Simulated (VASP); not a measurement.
An input for Ansatz (written as the equivalent of a VASP run, and not itself run):

Ansatz 0.2 input:
```yaml
crystal:
  lattice:
    - [0.0000000, 2.9682000, 2.9682000]
    - [2.9682000, 0.0000000, 2.9682000]
    - [2.9682000, 2.9682000, 0.0000000]
  atoms:
    - { symbol: Cd, position: [0.0000000, 0.0000000, 0.0000000] }
    - { symbol: S, position: [0.2500000, 0.2500000, 0.2500000] }
kpoints:
  mp_grid: { grid: [7, 7, 7] }
hamiltonian:
  xc: pbe
  pseudopotentials: { kind: paw }
scf:
  occupations: { method: gaussian, width: 0.05 }
  max_iter: 100
output: { forces: true, stress: true, eigenvalues: true }
```

Translate this input to VASP (INCAR, KPOINTS, POSCAR, choice of POTCAR).

This is not unique; one that fits is 
### KPOINTS
```
K-points
0
gamma
  7 7 7
```

**INCAR**
```
ALGO = Normal
EDIFF = 1E-6
ENCUT = 450
GGA = PE
ISIF = 2
ISMEAR = 0
LASPH = .True.
LCHARG = .False.
LMAXMIX = 4
LREAL = .False.
LWAVE = .False.
NELM = 100
PREC = Accurate
SIGMA = 0.05
SYSTEM = CdS
```

POSCAR:
```
CdS
1
    0.0000000000     2.9682000000     2.9682000000
    2.9682000000     0.0000000000     2.9682000000
    2.9682000000     2.9682000000     0.0000000000
Cd S
1 1
Direct
  0.0000000000   0.0000000000   0.0000000000
  0.2500000000   0.2500000000   0.2500000000
```

POTCAR, in this order: Cd S (PBE.64 set). Program: vasp_std.

The two are equivalent in intent, not identical: each code has its own PAW files, so the cut-off isn't converted (ENCUT is set for VASP's; basis.ecutwfc is left out, and Ansatz then takes the one that its files recommend); Ansatz stops its SCF on the density residual and VASP on the energy change (EDIFF).

The compound is CdS in the zinc blende structure, a metastable form; wurtzite is the usual one. The cell was not relaxed at this level. The run is one of a series of settings (ENCUT = 450 against the base run), some of them coarse on purpose.
